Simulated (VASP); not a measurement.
VASP 6 on Si, 16 atoms, HSE06, 300 eV, 2×2×2 Γ-centred mesh, vasp_std. Each run had one machine to itself; times are medians of up to 2 turns, which differed by up to 5 %. Differences under about 10 % mean little, and other builds and machines will differ.

INCAR of the first run: PREC = Normal; ENCUT = 300; EDIFF = 1E-5; NELM = 80; ALGO = Normal; LREAL = Auto; LASPH = .TRUE.; ISMEAR = 0; SIGMA = 0.05; GGA = PE; HFSCREEN = 0.2; AEXX = 0.25; LHFCALC = .TRUE.; PRECFOCK = Fast; ISYM = 0; LWAVE = .FALSE.; LCHARG = .FALSE.; NCORE = 4

| run | seconds to convergence | electronic steps |
|---|---|---|
| 32 ranks, ALGO = Normal | 22 | 20 |
| 32 ranks, ALGO = All | 27 | 14 |
| 32 ranks, ALGO = Damped | 24 | 21 |

On 32 cores the runs span a factor of 1.2.

Runs that failed, blew up or ran out of time are left out.

The cell is a supercell.
